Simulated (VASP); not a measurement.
These are PBEsol GGA, VASP's PBE PAW potentials (set 64) (plane waves; VASP) values and carry that method's errors.

A VASP calculation is set up with these files.

**INCAR**
```
! general
SYSTEM  = Be3CdTe4
PREC    = Accurate
ENCUT   = 400   ! plane-wave cut-off (eV)
LREAL   = .FALSE.
LASPH   = .TRUE.

! electronic loop
EDIFF   = 1E-7   ! SCF stop (eV)
NELM    = 100
ALGO    = Normal
LMAXMIX = 4   ! l cut-off of mixed one-centre charges

! smearing
ISMEAR  = -5   ! tetrahedra, Bloechl

! functional
GGA     = PS   ! PBEsol

! ions
ISIF    = 2

! output
LWAVE   = .FALSE.
LCHARG  = .TRUE.
LORBIT  = 11   ! lm-projected
NEDOS   = 601   ! DOS grid

! other
LEFG    = .TRUE.
```

**KPOINTS**
```
Automatic mesh
0
Gamma
4 4 4
0 0 0
```

POSCAR:
```
Be3CdTe4
1
    5.8461533307     0.0000000000     0.0000000000
    0.0000000000     5.8461533307     0.0000000000
    0.0000000000     0.0000000000     5.8461533307
Cd Te Be
1 4 3
Direct
  0.0000000000   0.0000000000   0.0000000000
  0.2686707111   0.2686707111   0.2686707111
  0.7313292889   0.7313292889   0.2686707111
  0.7313292889   0.2686707111   0.7313292889
  0.2686707111   0.7313292889   0.7313292889
  0.5000000000   0.5000000000   0.0000000000
  0.5000000000   0.0000000000   0.5000000000
  0.0000000000   0.5000000000   0.5000000000
```

POTCAR, in this order: Cd Te Be (PBE.64 set). Program: vasp_std.

Output

**OUTCAR**
```
 ion  position               nearest neighbor table
   1  0.000  0.000  0.000-   2 2.72   3 2.72   4 2.72   5 2.72
   2  0.269  0.269  0.269-   6 2.47   7 2.47   8 2.47   1 2.72
   3  0.731  0.731  0.269-   6 2.47   7 2.47   8 2.47   1 2.72
   4  0.731  0.269  0.731-   6 2.47   7 2.47   8 2.47   1 2.72
   5  0.269  0.731  0.731-   6 2.47   7 2.47   8 2.47   1 2.72
   6  0.500  0.500  0.000-   2 2.47   3 2.47   4 2.47   5 2.47
   7  0.500  0.000  0.500-   2 2.47   3 2.47   4 2.47   5 2.47
   8  0.000  0.500  0.500-   2 2.47   3 2.47   4 2.47   5 2.47
  LATTYP: Found a simple cubic cell.
 ALAT       =     5.8461533307
 Subroutine PRICEL returns:
 Original cell was already a primitive cell.
 Subroutine GETGRP returns: Found 24 space group operations
The static configuration has the point symmetry T_d .
The dynamic configuration has the point symmetry T_d .
 Subroutine INISYM returns: Found 24 space group operations
 Subroutine IBZKPT returns following result:
 Found     10 irreducible k-points:

 Following reciprocal coordinates:
            Coordinates               Weight
  0.000000  0.000000  0.000000      1.000000
  0.250000  0.000000  0.000000      6.000000
  0.500000  0.000000  0.000000      3.000000
  0.250000  0.250000  0.000000     12.000000
  0.500000  0.250000  0.000000     12.000000
  0.500000  0.500000  0.000000      3.000000
  0.250000  0.250000  0.250000      8.000000
  0.500000  0.250000  0.250000     12.000000
  0.500000  0.500000  0.250000      6.000000
  0.500000  0.500000  0.500000      1.000000
   k-points           NKPTS =     10   k-points in BZ     NKDIM =     10   number of bands    NBANDS=     26
   number of dos      NEDOS =    601   number of ions     NIONS =      8
   total plane-waves  NPLWV =  64000
   dimension x,y,z NGX =    40 NGY =   40 NGZ =   40
   dimension x,y,z NGXF=    80 NGYF=   80 NGZF=   80
   ions per type =               1   4   3
   PREC   = accura    normal or accurate (medium, high low for compatibility)
   ISTART =      0    job   : 0-new  1-cont  2-samecut
...
```

OSZICAR:
```
       N       E                     dE             d eps       ncg     rms          rms(c)
DAV:   1     0.186041571437E+03    0.18604E+03   -0.14803E+04   520   0.109E+03
DAV:   2    -0.170355867050E+02   -0.20308E+03   -0.20017E+03   622   0.230E+02
DAV:   3    -0.300895070567E+02   -0.13054E+02   -0.13021E+02   702   0.649E+01
DAV:   4    -0.303040451707E+02   -0.21454E+00   -0.21444E+00   704   0.780E+00
DAV:   5    -0.303068666464E+02   -0.28215E-02   -0.28209E-02   694   0.931E-01    0.923E+00
DAV:   6    -0.297642741843E+02    0.54259E+00   -0.11524E+00   644   0.105E+01    0.673E+00
DAV:   7    -0.296607713106E+02    0.10350E+00   -0.57304E-01   684   0.393E+00    0.232E+00
DAV:   8    -0.296601547335E+02    0.61658E-03   -0.64778E-02   604   0.246E+00    0.720E-01
DAV:   9    -0.296605793412E+02   -0.42461E-03   -0.59710E-03   610   0.823E-01    0.221E-01
DAV:  10    -0.296605343029E+02    0.45038E-04   -0.20000E-03   650   0.410E-01    0.391E-02
DAV:  11    -0.296605557707E+02   -0.21468E-04   -0.27535E-04   608   0.108E-01    0.326E-02
DAV:  12    -0.296605502015E+02    0.55693E-05   -0.23378E-05   692   0.472E-02    0.212E-02
DAV:  13    -0.296605566187E+02   -0.64172E-05   -0.95596E-06   586   0.165E-02    0.742E-03
DAV:  14    -0.296605565493E+02    0.69376E-07   -0.27215E-06   658   0.159E-02    0.192E-03
DAV:  15    -0.296605567487E+02   -0.19944E-06   -0.35981E-07   546   0.325E-03    0.180E-03
DAV:  16    -0.296605567570E+02   -0.82664E-08   -0.72737E-08   350   0.244E-03
   1 F= -.29660557E+02 E0= -.29660557E+02  d E =0.000000E+00
```

**OUTCAR**
```
------------------------ aborting loop because EDIFF is reached ----------------------------------------
  FORCE on cell =-STRESS in cart. coord.  units (eV):
  Direction    XX          YY          ZZ          XY          YZ          ZX
  --------------------------------------------------------------------------------------
  Total       -0.1538570     -0.1538570     -0.1538570      0.0000000     -0.0000000      0.0000000
  in kB       -1.2337222     -1.2337222     -1.2337222      0.0000000     -0.0000000      0.0000000
  external PRESSURE =      -1.2337222 kB  Pullay stress =       0.0000000 kB
  volume of cell :      199.81
      direct lattice vectors                 reciprocal lattice vectors
     5.846153331  0.000000000  0.000000000     0.171052647  0.000000000  0.000000000
     0.000000000  5.846153331  0.000000000     0.000000000  0.171052647  0.000000000
     0.000000000  0.000000000  5.846153331     0.000000000  0.000000000  0.171052647
 POSITION                                       TOTAL-FORCE (eV/Angst)
 -----------------------------------------------------------------------------------
      0.00000      0.00000      0.00000        -0.000000     -0.000000      0.000000
      1.57069      1.57069      1.57069         0.005867      0.005867      0.005867
      4.27546      4.27546      1.57069        -0.005867     -0.005867      0.005867
      4.27546      1.57069      4.27546        -0.005867      0.005867     -0.005867
      1.57069      4.27546      4.27546         0.005867     -0.005867     -0.005867
      2.92308      2.92308      0.00000        -0.000000     -0.000000      0.000000
      2.92308      0.00000      2.92308        -0.000000      0.000000      0.000000
      0.00000      2.92308      2.92308        -0.000000      0.000000      0.000000
 -----------------------------------------------------------------------------------
    total drift:                               -0.000000     -0.000000     -0.000000
  FREE ENERGIE OF THE ION-ELECTRON SYSTEM (eV)
  ---------------------------------------------------
  free  energy   TOTEN  =       -29.6605567570 eV

  energy  without entropy=      -29.6605567570  energy(sigma->0) =      -29.66055676

 total charge

# of ion       s       p       d       tot
------------------------------------------
    1        0.498   0.395   9.513  10.407
    2        1.339   2.110   0.030   3.478
    3        1.339   2.110   0.030   3.478
    4        1.339   2.110   0.030   3.478
    5        1.339   2.110   0.030   3.478
    6        0.359   0.525   0.000   0.884
    7        0.359   0.525   0.000   0.884
    8        0.359   0.525   0.000   0.884
--------------------------------------------------
tot          6.931  10.410   9.633  26.974

 Electric field gradients after diagonalization (V/A^2)
 (convention: |V_zz| > |V_xx| > |V_yy|)
----------------------------------------------------------------------
 ion       V_xx      V_yy      V_zz     asymmetry (V_yy - V_xx)/ V_zz
----------------------------------------------------------------------
   1       0.000     0.000    -0.000       0.099
   2      27.491    27.491   -54.982       0.000
   3      27.491    27.491   -54.982       0.000
   4      27.491    27.491   -54.982       0.000
   5      27.491    27.491   -54.982       0.000
   6       0.644     0.644    -1.288       0.000
   7       0.644     0.644    -1.288       0.000
   8       0.644     0.644    -1.288       0.000
```
(Selected blocks of OUTCAR.)

The structure was generated: Be3CdTe4 was put into an ordered model structure (P-43m), which need not be its known phase. It was relaxed first.
